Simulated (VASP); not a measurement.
Here is the system:

```
Ca
1.0
    0.00000     2.77707     2.77707
    2.77707     0.00000     2.77707
    2.77707     2.77707     0.00000
Ca
1
Direct
  0.00000   0.00000   0.00000
```

Method: SCAN meta-GGA, VASP's PBE PAW potentials (set 64) (plane waves; VASP 6.6.1). Settings: 400 eV cut-off, 13×13×13 Γ-centred mesh, tetrahedra with Blöchl corrections, potentials Ca_sv.

Q: What does the run give for the energy per atom (σ→0), band gap (over mesh and band path) with the smallest direct gap where there is one?

A: 
| Quantity | Value |
|---|---|
| band gap (over mesh and band path) | none (metal, semimetal or under 0.01 eV) |
| energy per atom (σ→0) | -9.617 eV/atom |

Only differences to runs with the same potentials and settings are physical.

The structure comes from a measured Ca entry (Fm-3m) of the Crystallography Open Database, whose conditions weren't checked. It was relaxed first.
